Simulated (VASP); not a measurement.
Output of a VASP run:

**OSZICAR**
```
       N       E                     dE             d eps       ncg     rms          rms(c)
DAV:   1     0.883924778334E+02    0.88392E+02   -0.11749E+04  2288   0.139E+03
DAV:   2    -0.608011046876E+01   -0.94473E+02   -0.93501E+02  2813   0.285E+02
DAV:   3    -0.134977267658E+02   -0.74176E+01   -0.73554E+01  4344   0.477E+01
DAV:   4    -0.136422829242E+02   -0.14456E+00   -0.14445E+00  2589   0.777E+00
DAV:   5    -0.136464363904E+02   -0.41535E-02   -0.41534E-02  3346   0.950E-01    0.331E+01
DAV:   6    -0.132617088025E+02    0.38473E+00   -0.49087E-01  2294   0.497E+00    0.206E+01
DAV:   7    -0.131839557601E+02    0.77753E-01   -0.98044E-01  2891   0.643E+00    0.180E+00
DAV:   8    -0.131718382267E+02    0.12118E-01   -0.19461E-01  2756   0.287E+00    0.121E+00
DAV:   9    -0.131707634210E+02    0.10748E-02   -0.47446E-03  3212   0.498E-01    0.378E-01
DAV:  10    -0.131709455586E+02   -0.18214E-03   -0.22650E-03  2403   0.505E-01    0.389E-01
DAV:  11    -0.131708514974E+02    0.94061E-04   -0.19413E-04  2790   0.147E-01    0.265E-02
DAV:  12    -0.131708455663E+02    0.59311E-05   -0.31266E-05  2900   0.557E-02    0.276E-02
DAV:  13    -0.131708480739E+02   -0.25076E-05   -0.83579E-06  2630   0.307E-02    0.177E-03
DAV:  14    -0.131708482165E+02   -0.14254E-06   -0.25163E-07  3078   0.290E-03    0.170E-03
DAV:  15    -0.131708480373E+02    0.17919E-06   -0.27786E-08  1658   0.182E-03    0.847E-04
DAV:  16    -0.131708480941E+02   -0.56786E-07   -0.38145E-09  1525   0.536E-04
   1 F= -.13170848E+02 E0= -.13169980E+02  d E =-.131708E+02
       N       E                     dE             d eps       ncg     rms          rms(c)
DAV:   1    -0.131725947068E+02   -0.17467E-02   -0.80439E-02  2280   0.229E+00    0.213E-01
DAV:   2    -0.131716175219E+02    0.97718E-03   -0.23821E-03  2483   0.346E-01    0.111E-01
DAV:   3    -0.131712209434E+02    0.39658E-03   -0.10534E-03  2924   0.243E-01    0.751E-02
DAV:   4    -0.131712241565E+02   -0.32131E-05   -0.32279E-05  2777   0.420E-02    0.240E-02
DAV:   5    -0.131712179522E+02    0.62042E-05   -0.16993E-05  3050   0.327E-02    0.368E-03
DAV:   6    -0.131712180726E+02   -0.12036E-06   -0.61030E-07  2726   0.563E-03    0.215E-03
DAV:   7    -0.131712180031E+02    0.69472E-07   -0.19013E-08  1497   0.146E-03
   2 F= -.13171218E+02 E0= -.13170405E+02  d E =-.369909E-03
       N       E                     dE             d eps       ncg     rms          rms(c)
DAV:   1    -0.131720308662E+02   -0.81279E-03   -0.42614E-02  2280   0.167E+00    0.154E-01
DAV:   2    -0.131715114920E+02    0.51937E-03   -0.12645E-03  2490   0.252E-01    0.807E-02
DAV:   3    -0.131713002088E+02    0.21128E-03   -0.56327E-04  2903   0.178E-01    0.550E-02
DAV:   4    -0.131713020175E+02   -0.18087E-05   -0.17327E-05  2791   0.307E-02    0.175E-02
DAV:   5    -0.131712985336E+02    0.34838E-05   -0.91853E-06  3029   0.239E-02    0.267E-03
DAV:   6    -0.131712986117E+02   -0.78032E-07   -0.32550E-07  2400   0.414E-03
   3 F= -.13171299E+02 E0= -.13170526E+02  d E =-.450518E-03
```

File OUTCAR:
```
------------------------ aborting loop because EDIFF is reached ----------------------------------------
  FORCE on cell =-STRESS in cart. coord.  units (eV):
  Direction    XX          YY          ZZ          XY          YZ          ZX
  --------------------------------------------------------------------------------------
  Total       -0.8577803     -0.8577804     -0.8583647      0.0000000      0.0000000      0.0000000
  in kB      -20.5874215    -20.5874247    -20.6014485      0.0000000      0.0000000      0.0000000
  external PRESSURE =     -20.5920982 kB  Pullay stress =       0.0000000 kB
  volume of cell :       66.76
      direct lattice vectors                 reciprocal lattice vectors
     1.837259622 -3.182227263  0.000000000     0.272144445 -0.157122656 -0.000000000
     1.837259622  3.182227263 -0.000000000     0.272144445  0.157122656 -0.000000000
     0.000000000  0.000000000  5.708906832     0.000000000  0.000000000  0.175164883
 POSITION                                       TOTAL-FORCE (eV/Angst)
 -----------------------------------------------------------------------------------
      1.83726      1.06074      1.42723        -0.000000      0.000000     -0.000000
      1.83726     -1.06074      4.28168         0.000000     -0.000000      0.000000
 -----------------------------------------------------------------------------------
    total drift:                                0.000000      0.000522     -0.000010
  FREE ENERGIE OF THE ION-ELECTRON SYSTEM (eV)
  ---------------------------------------------------
  free  energy   TOTEN  =       -13.1712986117 eV

  energy  without entropy=      -13.1689795606  energy(sigma->0) =      -13.17052559

 reached required accuracy - stopping structural energy minimisation
```
(Selected blocks of OUTCAR.)

POSCAR:
```
Y
1
    1.8418514193    -3.1901805113     0.0000000000
    1.8418514193     3.1901805113     0.0000000000
    0.0000000000     0.0000000000     5.6804772840
Y
2
Direct
  0.3333330000   0.6666670000   0.2500000000
  0.6666670000   0.3333330000   0.7500000000
```

Q: Reconstruct the remaining input files.

A: Several could match; the one computed here: the input of the run itself, AM05 GGA, plane waves, VASP's PBE PAW potentials (set 64).

INCAR:
```
# general
SYSTEM =Y
PREC   =Accurate
ENCUT  =520
LREAL  =.FALSE.
LASPH  =.TRUE.

# electronic loop
EDIFF  =1E-7   # SCF stop (eV)
NELM   =100
ALGO   =Normal   # blocked Davidson
LMAXMIX=4

# smearing
ISMEAR =1
SIGMA  =0.1

# functional
GGA    =AM   # AM05

# ions
IBRION =2
NSW    =30
ISIF   =4
EDIFFG =-0.01   # ionic stop

# output
LWAVE  =.FALSE.
LCHARG =.FALSE.
```

KPOINTS:
```
Regular mesh
0
gamma
  12 12 7
0 0 0
```

POTCAR, in this order: Y_sv (PBE.64 set). Program: vasp_std.

The compound is Y in the hcp structure. This cell is one point of a volume scan, at 1.06 of the reference volume. Symmetry was kept, so distortions that lower it aren't found.
